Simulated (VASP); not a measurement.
All values below come from PBE GGA, VASP's PBE PAW potentials (set 64) (plane waves; VASP).

VASP ran on this input.

KPOINTS:
```
K-points
0
Gamma
8 8 8
```

File POSCAR:
```
MgS
1
    0.0000000000     2.6520000000     2.6520000000
    2.6520000000     0.0000000000     2.6520000000
    2.6520000000     2.6520000000     0.0000000000
Mg S
1 1
Direct
  0.0000000000   0.0000000000   0.0000000000
  0.5000000000   0.5000000000   0.5000000000
```

### INCAR
```
SYSTEM  =  MgS
PREC  =  Accurate; ENCUT  =  400; LREAL  =  .FALSE.
LASPH  =  .TRUE.
EDIFF  =  1E-6; NELM  =  100; ALGO  =  Normal
IMIX  =  1; AMIX  =  0.05; BMIX  =  3.0
ISMEAR  =  0; SIGMA  =  0.05
GGA  =  PE
ISIF  =  2
LWAVE  =  .FALSE.; LCHARG  =  .FALSE.
```

POTCAR, in this order: Mg S (PBE.64 set). Program: vasp_std.

Output of the run:

OSZICAR:
```
...
DAV:  12    -0.874448917846E+01    0.19061E-01   -0.18159E-03   496   0.211E-01    0.335E+00
DAV:  13    -0.872688180052E+01    0.17607E-01   -0.16758E-03   496   0.203E-01    0.325E+00
DAV:  14    -0.871060770168E+01    0.16274E-01   -0.15406E-03   504   0.195E-01    0.315E+00
DAV:  15    -0.869555653039E+01    0.15051E-01   -0.14209E-03   512   0.187E-01    0.305E+00
DAV:  16    -0.868162801952E+01    0.13929E-01   -0.13086E-03   520   0.180E-01    0.296E+00
DAV:  17    -0.866873056192E+01    0.12897E-01   -0.12070E-03   512   0.173E-01    0.287E+00
DAV:  18    -0.865678063097E+01    0.11950E-01   -0.11129E-03   520   0.166E-01    0.279E+00
DAV:  19    -0.864570189865E+01    0.11079E-01   -0.10267E-03   520   0.159E-01    0.270E+00
DAV:  20    -0.863542472667E+01    0.10277E-01   -0.94789E-04   496   0.153E-01    0.262E+00
DAV:  21    -0.862588550718E+01    0.95392E-02   -0.87519E-04   528   0.147E-01    0.254E+00
DAV:  22    -0.861702594316E+01    0.88596E-02   -0.80772E-04   512   0.142E-01    0.246E+00
DAV:  23    -0.860879278800E+01    0.82332E-02   -0.74717E-04   504   0.136E-01    0.239E+00
DAV:  24    -0.860113736397E+01    0.76554E-02   -0.69014E-04   520   0.131E-01    0.231E+00
DAV:  25    -0.859401496454E+01    0.71224E-02   -0.63817E-04   520   0.126E-01    0.224E+00
DAV:  26    -0.858738468920E+01    0.66303E-02   -0.59054E-04   504   0.122E-01    0.217E+00
DAV:  27    -0.858120907225E+01    0.61756E-02   -0.54647E-04   520   0.117E-01    0.211E+00
DAV:  28    -0.857545369549E+01    0.57554E-02   -0.50582E-04   536   0.113E-01    0.204E+00
DAV:  29    -0.857008699007E+01    0.53667E-02   -0.46857E-04   520   0.109E-01    0.198E+00
DAV:  30    -0.856507997154E+01    0.50070E-02   -0.43404E-04   544   0.105E-01    0.192E+00
DAV:  31    -0.856040597840E+01    0.46740E-02   -0.40238E-04   536   0.101E-01    0.186E+00
DAV:  32    -0.855604052771E+01    0.43655E-02   -0.37302E-04   528   0.975E-02    0.180E+00
DAV:  33    -0.855196109767E+01    0.40794E-02   -0.34619E-04   544   0.940E-02    0.175E+00
DAV:  34    -0.854814696406E+01    0.38141E-02   -0.32116E-04   536   0.907E-02    0.169E+00
DAV:  35    -0.854457901509E+01    0.35679E-02   -0.29811E-04   544   0.875E-02    0.164E+00
DAV:  36    -0.854123965800E+01    0.33394E-02   -0.27696E-04   528   0.845E-02    0.159E+00
DAV:  37    -0.853811268449E+01    0.31270E-02   -0.25734E-04   552   0.816E-02    0.154E+00
DAV:  38    -0.853518312289E+01    0.29296E-02   -0.23913E-04   544   0.788E-02    0.149E+00
DAV:  39    -0.853243716160E+01    0.27460E-02   -0.22246E-04   552   0.761E-02    0.145E+00
DAV:  40    -0.852986205385E+01    0.25751E-02   -0.20683E-04   536   0.735E-02    0.140E+00
DAV:  41    -0.852744601180E+01    0.24160E-02   -0.19265E-04   552   0.711E-02    0.136E+00
DAV:  42    -0.852517814946E+01    0.22679E-02   -0.17921E-04   536   0.687E-02    0.132E+00
DAV:  43    -0.852304838169E+01    0.21298E-02   -0.16707E-04   544   0.665E-02    0.128E+00
DAV:  44    -0.852104739121E+01    0.20010E-02   -0.15555E-04   536   0.642E-02    0.124E+00
DAV:  45    -0.851916653620E+01    0.18809E-02   -0.14511E-04   552   0.622E-02    0.120E+00
DAV:  46    -0.851739782352E+01    0.17687E-02   -0.13524E-04   544   0.601E-02    0.116E+00
DAV:  47    -0.851573382775E+01    0.16640E-02   -0.12624E-04   560   0.582E-02    0.113E+00
DAV:  48    -0.851416767683E+01    0.15662E-02   -0.11777E-04   544   0.564E-02    0.109E+00
DAV:  49    -0.851269298586E+01    0.14747E-02   -0.11001E-04   560   0.546E-02    0.106E+00
DAV:  50    -0.851130383383E+01    0.13892E-02   -0.10271E-04   552   0.529E-02    0.103E+00
DAV:  51    -0.850999471332E+01    0.13091E-02   -0.96003E-05   560   0.512E-02    0.995E-01
DAV:  52    -0.850876051122E+01    0.12342E-02   -0.89702E-05   544   0.496E-02    0.965E-01
DAV:  53    -0.850759647102E+01    0.11640E-02   -0.83924E-05   560   0.481E-02    0.935E-01
DAV:  54    -0.850649816982E+01    0.10983E-02   -0.78456E-05   560   0.466E-02    0.906E-01
DAV:  55    -0.850546148647E+01    0.10367E-02   -0.73467E-05   568   0.452E-02    0.879E-01
DAV:  56    -0.850448258981E+01    0.97890E-03   -0.68721E-05   552   0.438E-02    0.852E-01
DAV:  57    -0.850355790543E+01    0.92468E-03   -0.64417E-05   576   0.425E-02    0.826E-01
DAV:  58    -0.850268410582E+01    0.87380E-03   -0.60285E-05   560   0.412E-02    0.801E-01
DAV:  59    -0.850185808335E+01    0.82602E-03   -0.56566E-05   576   0.400E-02    0.776E-01
DAV:  60    -0.850107694563E+01    0.78114E-03   -0.52971E-05   552   0.388E-02    0.753E-01
DAV:  61    -0.850033798656E+01    0.73896E-03   -0.49736E-05   576   0.377E-02    0.730E-01
DAV:  62    -0.849963868504E+01    0.69930E-03   -0.46609E-05   560   0.366E-02    0.708E-01
DAV:  63    -0.849897668050E+01    0.66200E-03   -0.43792E-05   584   0.355E-02    0.687E-01
DAV:  64    -0.849834977144E+01    0.62691E-03   -0.41058E-05   552   0.345E-02    0.666E-01
DAV:  65    -0.849775589620E+01    0.59388E-03   -0.38609E-05   584   0.335E-02    0.646E-01
DAV:  66    -0.849719312906E+01    0.56277E-03   -0.36223E-05   568   0.326E-02    0.626E-01
DAV:  67    -0.849665966444E+01    0.53346E-03   -0.34083E-05   584   0.317E-02    0.608E-01
DAV:  68    -0.849615381627E+01    0.50585E-03   -0.32000E-05   552   0.308E-02    0.590E-01
DAV:  69    -0.849567400252E+01    0.47981E-03   -0.30132E-05   584   0.299E-02    0.572E-01
DAV:  70    -0.849521874299E+01    0.45526E-03   -0.28298E-05   568   0.291E-02    0.555E-01
DAV:  71    -0.849478664696E+01    0.43210E-03   -0.26665E-05   592   0.283E-02    0.539E-01
DAV:  72    -0.849437641409E+01    0.41023E-03   -0.25058E-05   560   0.275E-02    0.523E-01
DAV:  73    -0.849398682237E+01    0.38959E-03   -0.23630E-05   600   0.267E-02    0.507E-01
DAV:  74    -0.849361672595E+01    0.37010E-03   -0.22215E-05   560   0.260E-02    0.492E-01
DAV:  75    -0.849326504827E+01    0.35168E-03   -0.20965E-05   592   0.253E-02    0.478E-01
DAV:  76    -0.849293077965E+01    0.33427E-03   -0.19720E-05   568   0.246E-02    0.464E-01
DAV:  77    -0.849261296977E+01    0.31781E-03   -0.18621E-05   600   0.239E-02    0.450E-01
DAV:  78    -0.849231072628E+01    0.30224E-03   -0.17524E-05   560   0.233E-02    0.437E-01
DAV:  79    -0.849202321076E+01    0.28752E-03   -0.16561E-05   608   0.227E-02    0.425E-01
DAV:  80    -0.849174963353E+01    0.27358E-03   -0.15587E-05   560   0.221E-02    0.412E-01
DAV:  81    -0.849148925237E+01    0.26038E-03   -0.14743E-05   600   0.215E-02    0.400E-01
DAV:  82    -0.849124136850E+01    0.24788E-03   -0.13881E-05   568   0.209E-02    0.389E-01
DAV:  83    -0.849100532335E+01    0.23605E-03   -0.13133E-05   600   0.204E-02    0.378E-01
DAV:  84    -0.849078049713E+01    0.22483E-03   -0.12375E-05   560   0.199E-02    0.367E-01
DAV:  85    -0.849056630605E+01    0.21419E-03   -0.11713E-05   608   0.193E-02    0.357E-01
DAV:  86    -0.849036219888E+01    0.20411E-03   -0.11038E-05   560   0.188E-02    0.346E-01
DAV:  87    -0.849016765673E+01    0.19454E-03   -0.10458E-05   600   0.183E-02    0.337E-01
DAV:  88    -0.848998218998E+01    0.18547E-03   -0.98576E-06   568   0.179E-02    0.327E-01
DAV:  89    -0.848980533615E+01    0.17685E-03   -0.93414E-06   600   0.174E-02    0.318E-01
DAV:  90    -0.848963665907E+01    0.16868E-03   -0.88123E-06   560   0.170E-02    0.309E-01
DAV:  91    -0.848947574736E+01    0.16091E-03   -0.83552E-06   616   0.165E-02    0.301E-01
DAV:  92    -0.848932221096E+01    0.15354E-03   -0.78789E-06   560   0.161E-02    0.292E-01
DAV:  93    -0.848917568285E+01    0.14653E-03   -0.74811E-06   600   0.157E-02    0.284E-01
DAV:  94    -0.848903581566E+01    0.13987E-03   -0.70557E-06   568   0.153E-02    0.276E-01
DAV:  95    -0.848890228070E+01    0.13353E-03   -0.66981E-06   600   0.149E-02    0.269E-01
DAV:  96    -0.848877476709E+01    0.12751E-03   -0.63222E-06   544   0.145E-02    0.261E-01
DAV:  97    -0.848865298125E+01    0.12179E-03   -0.60058E-06   592   0.141E-02    0.254E-01
DAV:  98    -0.848853664484E+01    0.11634E-03   -0.56672E-06   544   0.138E-02    0.247E-01
DAV:  99    -0.848842549430E+01    0.11115E-03   -0.53859E-06   568   0.134E-02    0.241E-01
DAV: 100    -0.848831928066E+01    0.10621E-03   -0.50881E-06   536   0.131E-02
   1 F= -.84883193E+01 E0= -.84883193E+01  d E =-.163027E-15
```

File OUTCAR:
```
------------------------ aborting loop EDIFF was not reached (unconverged)  ----------------------------
  FORCE on cell =-STRESS in cart. coord.  units (eV):
  Direction    XX          YY          ZZ          XY          YZ          ZX
  --------------------------------------------------------------------------------------
  Total       -0.4318987     -0.4318987     -0.4318987     -0.0000000      0.0000000     -0.0000000
  in kB      -18.5499160    -18.5499160    -18.5499160     -0.0000000      0.0000000     -0.0000000
  external PRESSURE =     -18.5499160 kB  Pullay stress =       0.0000000 kB
  volume of cell :       37.30
      direct lattice vectors                 reciprocal lattice vectors
     0.000000000  2.652000000  2.652000000    -0.188536953  0.188536953  0.188536953
     2.652000000  0.000000000  2.652000000     0.188536953 -0.188536953  0.188536953
     2.652000000  2.652000000  0.000000000     0.188536953  0.188536953 -0.188536953
 POSITION                                       TOTAL-FORCE (eV/Angst)
 -----------------------------------------------------------------------------------
      0.00000      0.00000      0.00000         0.000000     -0.000000     -0.000000
      2.65200      2.65200      2.65200        -0.000000      0.000000      0.000000
 -----------------------------------------------------------------------------------
    total drift:                               -0.000000     -0.000000      0.000000
  FREE ENERGIE OF THE ION-ELECTRON SYSTEM (eV)
  ---------------------------------------------------
  free  energy   TOTEN  =        -8.4883192807 eV

  energy  without entropy=       -8.4883192807  energy(sigma->0) =       -8.48831928
```
(Selected blocks of OUTCAR.)

stdout:
```
...
DAV:  81    -0.849148925237E+01    0.26038E-03   -0.14743E-05   600   0.215E-02    0.400E-01
DAV:  82    -0.849124136850E+01    0.24788E-03   -0.13881E-05   568   0.209E-02    0.389E-01
DAV:  83    -0.849100532335E+01    0.23605E-03   -0.13133E-05   600   0.204E-02    0.378E-01
DAV:  84    -0.849078049713E+01    0.22483E-03   -0.12375E-05   560   0.199E-02    0.367E-01
DAV:  85    -0.849056630605E+01    0.21419E-03   -0.11713E-05   608   0.193E-02    0.357E-01
DAV:  86    -0.849036219888E+01    0.20411E-03   -0.11038E-05   560   0.188E-02    0.346E-01
DAV:  87    -0.849016765673E+01    0.19454E-03   -0.10458E-05   600   0.183E-02    0.337E-01
DAV:  88    -0.848998218998E+01    0.18547E-03   -0.98576E-06   568   0.179E-02    0.327E-01
DAV:  89    -0.848980533615E+01    0.17685E-03   -0.93414E-06   600   0.174E-02    0.318E-01
DAV:  90    -0.848963665907E+01    0.16868E-03   -0.88123E-06   560   0.170E-02    0.309E-01
DAV:  91    -0.848947574736E+01    0.16091E-03   -0.83552E-06   616   0.165E-02    0.301E-01
DAV:  92    -0.848932221096E+01    0.15354E-03   -0.78789E-06   560   0.161E-02    0.292E-01
DAV:  93    -0.848917568285E+01    0.14653E-03   -0.74811E-06   600   0.157E-02    0.284E-01
DAV:  94    -0.848903581566E+01    0.13987E-03   -0.70557E-06   568   0.153E-02    0.276E-01
DAV:  95    -0.848890228070E+01    0.13353E-03   -0.66981E-06   600   0.149E-02    0.269E-01
DAV:  96    -0.848877476709E+01    0.12751E-03   -0.63222E-06   544   0.145E-02    0.261E-01
DAV:  97    -0.848865298125E+01    0.12179E-03   -0.60058E-06   592   0.141E-02    0.254E-01
DAV:  98    -0.848853664484E+01    0.11634E-03   -0.56672E-06   544   0.138E-02    0.247E-01
DAV:  99    -0.848842549430E+01    0.11115E-03   -0.53859E-06   568   0.134E-02    0.241E-01
DAV: 100    -0.848831928066E+01    0.10621E-03   -0.50881E-06   536   0.131E-02

 -----------------------------------------------------------------------------
|                                                                             |
|           W    W    AA    RRRRR   N    N  II  N    N   GGGG   !!!           |
|           W    W   A  A   R    R  NN   N  II  NN   N  G    G  !!!           |
|           W    W  A    A  R    R  N N  N  II  N N  N  G       !!!           |
|           W WW W  AAAAAA  RRRRR   N  N N  II  N  N N  G  GGG   !            |
|           WW  WW  A    A  R   R   N   NN  II  N   NN  G    G                |
|           W    W  A    A  R    R  N    N  II  N    N   GGGG   !!!           |
|                                                                             |
|     The electronic self-consistency was not achieved in the given           |
|     number of steps (NELM). The forces and other quantities evaluated       |
|     might not be reliable so examine the results carefully. If you find     |
|     spurious results, we suggest increasing NELM, if you were close to      |
|     convergence or switching to a different ALGO or adjusting the           |
|     density mixing parameters otherwise.                                    |
|                                                                             |
 -----------------------------------------------------------------------------

   1 F= -.84883193E+01 E0= -.84883193E+01  d E =-.163027E-15
```

The run did not converge; its last values are not results.

The compound is MgS in the rock salt structure. The cell was not relaxed at this level. The run is one of a series of settings (AMIX = 0.05, BMIX = 3.0, IMIX = 1 against the base run), some of them coarse on purpose.
